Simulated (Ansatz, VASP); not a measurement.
## Two plane-wave programs on Ti3B6N

File INCAR:

```
SYSTEM = Ti3B6N
PREC     = Accurate       ! precision mode
ENCUT    = 520            ! plane-wave cutoff, eV
EDIFF    = 1E-6           ! SCF threshold, eV
ISMEAR   = 0              ! smearing method
SIGMA    = 0.1            ! smearing width, eV
LREAL    = .False.        ! projectors in reciprocal space
LASPH    = .True.         ! aspherical terms in the spheres
NELM     = 100            ! most SCF steps
ALGO     = Fast           ! electronic algorithm
ISIF     = 2              ! what is computed and relaxed
LWAVE    = .False.        ! write WAVECAR
LCHARG   = .False.        ! write CHGCAR
LDIPOL   = .True.       
IDIPOL   = 3            
DIPOL    = 0.5 0.5 0.311
GGA      = PE             ! functional
NBANDS   = 40             ! bands
```

File KPOINTS:

```
Automatic mesh
0
Gamma
  9 7 1
  0 0 0
```

File POSCAR:

```
Ti3B6N
1.0
    3.0321012950      0.0000000000      0.0000000000
   -1.5160506475      4.1575960387      0.0000000000
    0.0000000000      0.0000000000     21.6365012870
B Ti N
6 3 1
Direct
    0.4162083558      0.8324167117      0.1848727734
    0.9826916982      0.9653833964      0.2162373473
    0.1156583829      0.2313167658      0.2789664953
    0.6841555002      0.3682035919      0.3103241285
    0.8188849641      0.6374753617      0.3780133493
    0.3948399341      0.7893602615      0.3991634864
    0.6994500270      0.3989000541      0.2005550604
    0.3994230469      0.7987873805      0.2937076121
    0.0978377712      0.1958824013      0.3870006528
    0.6448399341      1.0393602615      0.4620202294
```

Input for Ansatz:

```yaml
crystal:
  lattice:
    - [3.032101295, 0.0, 0.0]
    - [-1.5160506475, 4.1575960387, 0.0]
    - [0.0, 0.0, 21.636501287]
  atoms:
    - { symbol: B, position: [0.4162083558, 0.8324167117, 0.1848727734] }
    - { symbol: Ti, position: [0.699450027, 0.3989000541, 0.2005550604] }
    - { symbol: B, position: [0.9826916982, 0.9653833964, 0.2162373473] }
    - { symbol: B, position: [0.1156583829, 0.2313167658, 0.2789664953] }
    - { symbol: Ti, position: [0.3994230469, 0.7987873805, 0.2937076121] }
    - { symbol: B, position: [0.6841555002, 0.3682035919, 0.3103241285] }
    - { symbol: B, position: [0.8188849641, 0.6374753617, 0.3780133493] }
    - { symbol: Ti, position: [0.0978377712, 0.1958824013, 0.3870006528] }
    - { symbol: B, position: [0.3948399341, 0.7893602615, 0.3991634864] }
    - { symbol: "N", position: [0.6448399341, 1.0393602615, 0.4620202294] }
basis:
  ecutwfc: 420
kpoints:
  mp_grid: { grid: [9, 7, 1] }
hamiltonian:
  xc: pbe
scf:
  occupations: { method: gaussian, width: 0.1 }
output:
  forces: true
  eigenvalues: true
efield:
  axis: 3
  dipole_correction: true
  ramp_width: 0.04
```

Alike in both runs: task single point; functional PBE; k mesh 9 × 7 × 1; occupations gaussian, width 0.1 eV; no spin polarisation.

|  | VASP | Ansatz |
| --- | --- | --- |
| version | VASP 6.6.1 | Ansatz 0.2.0 |
| potentials or method | VASP PAW PBE potentials, release 64 (B, Ti_sv, N) | scalar-relativistic, plane waves, PAW |
| plane-wave cutoff (eV) | 520 | 420 |
| valence electrons in the cell | 59 | 59 |

|  | VASP | Ansatz | Ansatz less VASP |
| --- | --- | --- | --- |
| gap on the k mesh at the Fermi level (eV) | none | none | - |
| rms of the force components (eV/Å) | 1.394 | 1.398 | +0.0038 |

A gap of «none» marks a metal or a gap that the smearing closes.
